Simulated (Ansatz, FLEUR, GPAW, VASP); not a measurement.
## Code comparison for Ba₃ZnN₂O (P4/mmm, 7 atoms in the cell)

Self-consistent single point.

```
Ba3ZnN2O
1.0
    4.09084     0.00000     0.00000
    0.00000     4.09084     0.00000
    0.00000     0.00000     9.16087
Ba Zn N O
3 1 2 1
Direct
  0.00000   0.00000   0.21788
  0.00000   0.00000   0.78212
  0.50000   0.50000   0.50000
  0.50000   0.50000   0.00000
  0.50000   0.50000   0.80054
  0.50000   0.50000   0.19946
  0.00000   0.00000   0.50000
```

Shared settings, as Ansatz (an electronic-structure program) writes them: kpoints.mp_grid.grid = 2 2 1; scf.occupations.method = fermi_dirac; scf.occupations.width = 0.0015 Ry. Potentials and cutoffs stand in the table.

```
code                                                              model  largest force (eV/Å)  gap on the mesh (eV)           cutoff
------  ---------------------------------------------------------------  --------------------  --------------------  ---------------
FLEUR   PBEsol, all-electron FLAPW (FLEUR), scalar-relativistic valence                 0.429                 0.799  Kmax 4.7 1/bohr
Ansatz                                  PBEsol, PAW files made with PBE                 0.459                 0.791          default
GPAW              PBEsol, GPAW PAW datasets PBEsol (made by gpaw-setup)                 0.483                 0.699           950 eV
VASP                         PBEsol, VASP's PBE PAW potentials (set 64)                 0.450                     –           400 eV
```

Size of the force on each atom (eV/Å): Sizes of forces hide their directions.

```csv
code,Ba1,Ba2,Ba3,Zn4,N5,N6,O7
FLEUR,0.205,0.205,0.000,0.000,0.429,0.429,0.000
Ansatz,0.234,0.234,0.000,0.000,0.459,0.459,0.000
GPAW,0.141,0.141,0.000,0.000,0.483,0.483,0.000
VASP,0.100,0.100,0.000,0.000,0.450,0.450,0.000
```

A dash marks a value that a program does not give, or that is left out as unsure.

No gap is tabulated for VASP: it is not read from that output, or partly filled or unconverged empty levels leave it unsure.

Gaps are read on the mesh. Another mesh or the band path gives a smaller gap, so these values are not converged in the mesh.

The spread over the programs that give each value: largest force within 0.054 eV/Å; gap on the mesh within 0.100 eV.

FLEUR treats all electrons, but the usual bases taken here (sphere radii, linearisation, local orbitals, empty states) were not tested for convergence, so the values are no reference for the others. In the force vectors, Ansatz (by 0.093) lies more than 0.08 eV/Å from the median of the plane-wave programs.

On the base mesh (6 6 3) the same programs gave: GPAW gap on the mesh 0.535 eV; Ansatz pressure -1.72 GPa, gap on the mesh 0.599 eV; FLEUR gap on the mesh 0.603 eV; VASP pressure -1.86 GPa.

The values differ from the base mesh's, so the mesh still matters here: the table compares the programs at equal settings.

The starting cell comes from a database of computed structures (which also holds hypothetical and non-ambient phases and stackings), without a prior relaxation at this level. Its lattice was rescaled by a random factor within 2.5 % of one.

Left out of this page: CP2K (on another mesh); SIESTA (not drawn, or without a comparable value).

Keys are those of Ansatz 0.2.
